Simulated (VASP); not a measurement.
OSZICAR of a VASP run on Pb31Te32:

### OSZICAR
```
...
DAV:   2     0.869579185912E+02   -0.20946E+04   -0.20153E+04  1112   0.193E+02
DAV:   3    -0.216124306290E+03   -0.30308E+03   -0.29621E+03   872   0.804E+01
DAV:   4    -0.232758189637E+03   -0.16634E+02   -0.16475E+02   952   0.179E+01
DAV:   5    -0.233423131288E+03   -0.66494E+00   -0.66283E+00  1072   0.409E+00    0.396E+01
RMM:   6    -0.227087340895E+03    0.63358E+01   -0.13210E+01   776   0.381E+00    0.255E+01
RMM:   7    -0.227543637715E+03   -0.45630E+00   -0.21406E+01   784   0.446E+00    0.105E+01
RMM:   8    -0.227176791212E+03    0.36685E+00   -0.17489E+00   799   0.190E+00    0.589E+00
RMM:   9    -0.226872520233E+03    0.30427E+00   -0.72971E-01   779   0.103E+00    0.441E+00
RMM:  10    -0.226846465898E+03    0.26054E-01   -0.11432E+00   864   0.995E-01    0.119E+00
RMM:  11    -0.226830920575E+03    0.15545E-01   -0.85284E-02   771   0.430E-01    0.605E-01
RMM:  12    -0.226832925223E+03   -0.20046E-02   -0.36297E-02   885   0.192E-01    0.335E-01
RMM:  13    -0.226833167924E+03   -0.24270E-03   -0.53004E-03   833   0.954E-02    0.143E-01
RMM:  14    -0.226833297901E+03   -0.12998E-03   -0.22399E-03   898   0.542E-02    0.713E-02
RMM:  15    -0.226833368884E+03   -0.70983E-04   -0.73455E-04   920   0.271E-02    0.515E-02
RMM:  16    -0.226833369271E+03   -0.38748E-06   -0.90366E-05   670   0.114E-02
   1 F= -.22683337E+03 E0= -.22679117E+03  d E =-.226833E+03  mag=     2.0000
       N       E                     dE             d eps       ncg     rms          rms(c)
DAV:   1    -0.226870004583E+03   -0.36636E-01   -0.76732E-01   880   0.134E+00    0.385E-01
RMM:   2    -0.226873597873E+03   -0.35933E-02   -0.44907E-02   779   0.317E-01    0.184E-01
RMM:   3    -0.226874400644E+03   -0.80277E-03   -0.83617E-03   830   0.129E-01    0.130E-01
RMM:   4    -0.226874486383E+03   -0.85739E-04   -0.14309E-03   879   0.543E-02    0.914E-02
RMM:   5    -0.226874462417E+03    0.23966E-04   -0.29681E-04   784   0.269E-02    0.523E-02
RMM:   6    -0.226874466888E+03   -0.44716E-05   -0.12614E-04   739   0.169E-02    0.214E-02
RMM:   7    -0.226874471903E+03   -0.50152E-05   -0.32282E-05   528   0.814E-03
   2 F= -.22687447E+03 E0= -.22683186E+03  d E =-.411026E-01  mag=     2.0000
       N       E                     dE             d eps       ncg     rms          rms(c)
DAV:   1    -0.226935120801E+03   -0.60654E-01   -0.69357E+00   800   0.402E+00    0.124E+00
RMM:   2    -0.226965600954E+03   -0.30480E-01   -0.37847E-01   777   0.946E-01    0.650E-01
RMM:   3    -0.226971834199E+03   -0.62332E-02   -0.67160E-02   832   0.383E-01    0.407E-01
RMM:   4    -0.226972526023E+03   -0.69182E-03   -0.11640E-02   874   0.160E-01    0.290E-01
RMM:   5    -0.226972350862E+03    0.17516E-03   -0.23409E-03   799   0.791E-02    0.161E-01
RMM:   6    -0.226972393822E+03   -0.42960E-04   -0.10844E-03   781   0.520E-02    0.594E-02
RMM:   7    -0.226972435667E+03   -0.41846E-04   -0.33102E-04   899   0.248E-02    0.430E-02
RMM:   8    -0.226972445836E+03   -0.10169E-04   -0.52912E-05   543   0.947E-03    0.274E-02
RMM:   9    -0.226972458684E+03   -0.12848E-04   -0.31300E-05   525   0.741E-03    0.700E-03
RMM:  10    -0.226972459708E+03   -0.10245E-05   -0.74749E-06   438   0.388E-03
   3 F= -.22697246E+03 E0= -.22692780E+03  d E =-.139090E+00  mag=     2.0000
       N       E                     dE             d eps       ncg     rms          rms(c)
DAV:   1    -0.226908124056E+03    0.64335E-01   -0.27629E+01   760   0.805E+00    0.304E+00
RMM:   2    -0.227029223455E+03   -0.12110E+00   -0.15249E+00   777   0.190E+00    0.140E+00
RMM:   3    -0.227053494409E+03   -0.24271E-01   -0.26585E-01   834   0.768E-01    0.807E-01
RMM:   4    -0.227056147705E+03   -0.26533E-02   -0.46380E-02   872   0.320E-01    0.615E-01
RMM:   5    -0.227055268600E+03    0.87910E-03   -0.94374E-03   793   0.162E-01    0.307E-01
RMM:   6    -0.227055500095E+03   -0.23149E-03   -0.41304E-03   786   0.102E-01    0.112E-01
RMM:   7    -0.227055570619E+03   -0.70524E-04   -0.12532E-03   871   0.495E-02    0.700E-02
RMM:   8    -0.227055624090E+03   -0.53471E-04   -0.33324E-04   883   0.223E-02    0.405E-02
RMM:   9    -0.227055650499E+03   -0.26410E-04   -0.58553E-05   561   0.112E-02    0.118E-02
RMM:  10    -0.227055653170E+03   -0.26702E-05   -0.14212E-05   453   0.555E-03
   4 F= -.22705565E+03 E0= -.22700893E+03  d E =-.222284E+00  mag=     2.0000
       N       E                     dE             d eps       ncg     rms          rms(c)
DAV:   1    -0.227051844554E+03    0.38059E-02   -0.89092E-01   880   0.145E+00    0.558E-01
RMM:   2    -0.227055817975E+03   -0.39734E-02   -0.50219E-02   779   0.342E-01    0.201E-01
RMM:   3    -0.227056574570E+03   -0.75659E-03   -0.87881E-03   843   0.139E-01    0.129E-01
RMM:   4    -0.227056647899E+03   -0.73329E-04   -0.15384E-03   842   0.579E-02    0.787E-02
RMM:   5    -0.227056651466E+03   -0.35670E-05   -0.31539E-04   801   0.286E-02    0.313E-02
RMM:   6    -0.227056662936E+03   -0.11470E-04   -0.10429E-04   720   0.153E-02    0.165E-02
RMM:   7    -0.227056665806E+03   -0.28699E-05   -0.19132E-05   464   0.661E-03
   5 F= -.22705667E+03 E0= -.22701028E+03  d E =-.223297E+00  mag=     2.0000
       N       E                     dE             d eps       ncg     rms          rms(c)
DAV:   1    -0.227078289922E+03   -0.21627E-01   -0.22587E+00   760   0.232E+00    0.827E-01
RMM:   2    -0.227089503700E+03   -0.11214E-01   -0.14134E-01   766   0.578E-01    0.443E-01
RMM:   3    -0.227091857449E+03   -0.23537E-02   -0.24705E-02   848   0.227E-01    0.307E-01
RMM:   4    -0.227091944211E+03   -0.86761E-04   -0.35513E-03   830   0.904E-02    0.165E-01
RMM:   5    -0.227091912824E+03    0.31386E-04   -0.94148E-04   797   0.471E-02    0.743E-02
RMM:   6    -0.227091944061E+03   -0.31237E-04   -0.37325E-04   887   0.250E-02    0.454E-02
RMM:   7    -0.227091949214E+03   -0.51529E-05   -0.57115E-05   562   0.103E-02
   6 F= -.22709195E+03 E0= -.22704552E+03  d E =-.352834E-01  mag=     2.0000
       N       E                     dE             d eps       ncg     rms          rms(c)
DAV:   1    -0.227089797759E+03    0.21463E-02   -0.23969E+00   760   0.239E+00    0.892E-01
RMM:   2    -0.227101958416E+03   -0.12161E-01   -0.15011E-01   766   0.595E-01    0.483E-01
RMM:   3    -0.227104421508E+03   -0.24631E-02   -0.26099E-02   851   0.234E-01    0.313E-01
RMM:   4    -0.227104551463E+03   -0.12995E-03   -0.38806E-03   842   0.934E-02    0.173E-01
RMM:   5    -0.227104512537E+03    0.38926E-04   -0.92996E-04   794   0.477E-02    0.778E-02
RMM:   6    -0.227104544158E+03   -0.31621E-04   -0.37772E-04   879   0.258E-02    0.476E-02
RMM:   7    -0.227104550325E+03   -0.61675E-05   -0.63480E-05   583   0.109E-02
   7 F= -.22710455E+03 E0= -.22705829E+03  d E =-.478845E-01  mag=     2.0000
       N       E                     dE             d eps       ncg     rms          rms(c)
DAV:   1    -0.227108491151E+03   -0.39470E-02   -0.81697E-01   832   0.134E+00    0.462E-01
RMM:   2    -0.227112349899E+03   -0.38587E-02   -0.44316E-02   770   0.311E-01    0.128E-01
RMM:   3    -0.227112997600E+03   -0.64770E-03   -0.73026E-03   847   0.126E-01    0.111E-01
RMM:   4    -0.227113048494E+03   -0.50894E-04   -0.11130E-03   851   0.516E-02    0.778E-02
RMM:   5    -0.227113005250E+03    0.43243E-04   -0.26925E-04   757   0.276E-02    0.455E-02
RMM:   6    -0.227113007103E+03   -0.18524E-05   -0.11256E-04   714   0.163E-02    0.149E-02
RMM:   7    -0.227113008008E+03   -0.90513E-06   -0.19374E-05   469   0.707E-03
   8 F= -.22711301E+03 E0= -.22706707E+03  d E =-.845768E-02  mag=     2.0000
       N       E                     dE             d eps       ncg     rms          rms(c)
DAV:   1    -0.227099040315E+03    0.13967E-01   -0.32893E+00   760   0.269E+00    0.887E-01
RMM:   2    -0.227114664061E+03   -0.15624E-01   -0.17920E-01   770   0.624E-01    0.263E-01
RMM:   3    -0.227117338856E+03   -0.26748E-02   -0.29910E-02   854   0.252E-01    0.229E-01
RMM:   4    -0.227117524266E+03   -0.18541E-03   -0.44458E-03   864   0.103E-01    0.165E-01
RMM:   5    -0.227117328248E+03    0.19602E-03   -0.96099E-04   763   0.521E-02    0.956E-02
RMM:   6    -0.227117329169E+03   -0.92006E-06   -0.47886E-04   757   0.328E-02    0.302E-02
RMM:   7    -0.227117338604E+03   -0.94352E-05   -0.11862E-04   702   0.152E-02    0.248E-02
RMM:   8    -0.227117337242E+03    0.13612E-05   -0.16988E-05   462   0.643E-03
   9 F= -.22711734E+03 E0= -.22707194E+03  d E =-.127869E-01  mag=     2.0000
       N       E                     dE             d eps       ncg     rms          rms(c)
DAV:   1    -0.227117282118E+03    0.56485E-04   -0.10233E-01   832   0.475E-01    0.152E-01
RMM:   2    -0.227117753773E+03   -0.47165E-03   -0.53835E-03   765   0.109E-01    0.452E-02
RMM:   3    -0.227117832909E+03   -0.79136E-04   -0.87071E-04   832   0.438E-02    0.404E-02
RMM:   4    -0.227117838448E+03   -0.55391E-05   -0.12310E-04   705   0.177E-02    0.279E-02
RMM:   5    -0.227117833802E+03    0.46459E-05   -0.32082E-05   515   0.941E-03
  10 F= -.22711783E+03 E0= -.22707234E+03  d E =-.132835E-01  mag=     2.0000
       N       E                     dE             d eps       ncg     rms          rms(c)
DAV:   1    -0.227113981017E+03    0.38574E-02   -0.55418E-01   784   0.110E+00    0.365E-01
RMM:   2    -0.227116570199E+03   -0.25892E-02   -0.29806E-02   767   0.256E-01    0.107E-01
RMM:   3    -0.227117020637E+03   -0.45044E-03   -0.49772E-03   846   0.104E-01    0.945E-02
RMM:   4    -0.227117059191E+03   -0.38554E-04   -0.76253E-04   845   0.426E-02    0.657E-02
RMM:   5    -0.227117033422E+03    0.25770E-04   -0.19205E-04   747   0.228E-02    0.401E-02
RMM:   6    -0.227117036362E+03   -0.29399E-05   -0.68113E-05   641   0.128E-02
  11 F= -.22711704E+03 E0= -.22707134E+03  d E =-.124860E-01  mag=     2.0000
```

Question: Which electronic solver shows in the log?

Answer: It is blocked Davidson (ALGO = Normal, or the opening steps of other solvers) and then RMM-DIIS (ALGO = Fast or VeryFast). The INCAR had ALGO = Fast.

Question: How was spin treated?

Answer: Collinear spin (ISPIN = 2): the summary line carries one mag value, 2.00 μB in the cell.

Question: Can the final energy be trusted as converged?

Answer: The calculation finished and met its thresholds. It stopped with EDIFF = 1E-5, NELM = 100, NSW = 60 and EDIFFG = -0.03 after 11 ionic steps (PBE GGA, plane waves, VASP's PBE PAW potentials (set 64)). The cell is charged, with a uniform compensating background. The supercell is sampled at Γ alone, which is coarse: total energies, pressure and levels can be off, energies of defects by several tenths of an eV.

The cell is a supercell with a defect, built from PbTe (rock salt): vac_Pb, charge +2. The total moment is imposed (NUPDOWN), so this need not be the lowest spin state.
